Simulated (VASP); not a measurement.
Calculation: LDA (Ceperley-Alder, Perdew-Zunger), VASP's LDA PAW potentials (set 64) (plane waves; VASP).

VASP input:

File KPOINTS:
```
k-points along high-symmetry lines
15
Line-mode
Reciprocal
  0.000000   0.000000   0.000000 ! GAMMA
  0.000000   0.500000   0.000000 ! X

  0.000000   0.500000   0.000000 ! X
  0.500000   0.500000   0.000000 ! M

  0.500000   0.500000   0.000000 ! M
  0.000000   0.000000   0.000000 ! GAMMA

  0.000000   0.000000   0.000000 ! GAMMA
  0.500000   0.500000   0.500000 ! R

  0.500000   0.500000   0.500000 ! R
  0.000000   0.500000   0.000000 ! X

  0.500000   0.500000   0.500000 ! R
  0.500000   0.500000   0.000000 ! M
```

File POSCAR:
```
Pt3Ti
1
    3.8759277624     0.0000000000     0.0000000000
    0.0000000000     3.8759277624     0.0000000000
   -0.0000000000    -0.0000000000     3.8759277624
Ti Pt
1 3
Direct
  0.0000000000   0.0000000000   0.0000000000
  0.0000000000   0.5000000000   0.5000000000
  0.5000000000   0.0000000000   0.5000000000
  0.5000000000   0.5000000000   0.0000000000
```

INCAR:
```
! general
SYSTEM   =  Pt3Ti
PREC     =  Accurate
ENCUT    =  400
LREAL    =  .False.
LASPH    =  .True.
ICHARG   =  11

! electronic loop
EDIFF    =  1E-7
NELM     =  100
ALGO     =  Normal
LMAXMIX  =  6

! smearing
ISMEAR   =  0
SIGMA    =  0.05

! output
LWAVE    =  .False.
LCHARG   =  .False.
LORBIT   =  11
```

POTCAR, in this order: Ti_sv Pt (LDA.64 set). Program: vasp_std. Read from the step before: CHGCAR.

Output

**OSZICAR**
```
       N       E                     dE             d eps       ncg     rms          rms(c)
DAV:   1     0.326966584272E+03    0.32697E+03   -0.18565E+04  4500   0.152E+03
DAV:   2    -0.563585757013E+01   -0.33260E+03   -0.32562E+03  5036   0.402E+02
DAV:   3    -0.314013236422E+02   -0.25765E+02   -0.24814E+02  6881   0.979E+01
DAV:   4    -0.321608149342E+02   -0.75949E+00   -0.74945E+00  5400   0.167E+01
DAV:   5    -0.321903024514E+02   -0.29488E-01   -0.29392E-01  6623   0.299E+00
DAV:   6    -0.321908594333E+02   -0.55698E-03   -0.55612E-03  5641   0.345E-01
DAV:   7    -0.321908739447E+02   -0.14511E-04   -0.14475E-04  6726   0.491E-02
DAV:   8    -0.321908745594E+02   -0.61465E-06   -0.61415E-06  5368   0.540E-03
DAV:   9    -0.321908745763E+02   -0.16955E-07   -0.16096E-07  4078   0.857E-04
   1 F= -.32190875E+02 E0= -.32186502E+02  d E =-.874467E-02
```

### OUTCAR
```
 val. band max:       12.0389901971   @ k =   0.0357   0.0357   0.0357

 cond. band min:      12.0563593387   @ k =   0.0357   0.0357   0.0000



 k-point     1 :       0.0000    0.0000    0.0000
  band No.  band energies     occupation
      1     -45.4496      2.00000
      2     -22.0719      2.00000
      3     -22.0719      2.00000
      4     -22.0719      2.00000
      5       1.6317      2.00000
      6       4.4069      2.00000
      7       4.7735      2.00000
      8       4.7735      2.00000
      9       5.0708      2.00000
     10       5.0708      2.00000
     11       5.0708      2.00000
     12       8.2846      2.00000
     13       8.2846      2.00000
     14       8.2846      2.00000
     15      10.2999      2.00000
     16      10.2999      2.00000
     17      11.4992      2.00000
     18      12.0770      0.53431
     19      12.0770      0.53430
     20      12.0770      0.53430
     21      13.4187      0.00000
     22      13.4187      0.00000
     23      13.6114      0.00000
     24      13.6114      0.00000
     25      13.6114      0.00000

 k-point     2 :       0.0000    0.0357    0.0000
  band No.  band energies     occupation
      1     -45.4497      2.00000
      2     -22.0723      2.00000
      3     -22.0720      2.00000
      4     -22.0720      2.00000
      5       1.6490      2.00000
      6       4.4182      2.00000
      7       4.7803      2.00000
      8       4.7881      2.00000
      9       5.0772      2.00000
     10       5.0817      2.00000
     11       5.0817      2.00000
     12       8.2736      2.00000
     13       8.2902      2.00000
     14       8.2902      2.00000
     15      10.2844      2.00000
     16      10.3023      2.00000
     17      11.4830      2.00000
     18      11.9780      1.97068
     19      11.9780      1.97068
     20      12.0771      0.53340
     21      13.3335      0.00000
     22      13.4098      0.00000
     23      13.5537      0.00000
     24      13.5537      0.00000
...
```

The density is held fixed in this step, so its total energy and stress have no physical meaning. Unless said otherwise, spin-orbit coupling is left out, though it shifts the bands of the heavy elements here.

The compound is Pt3Ti in the L1_2 structure. It was relaxed first.
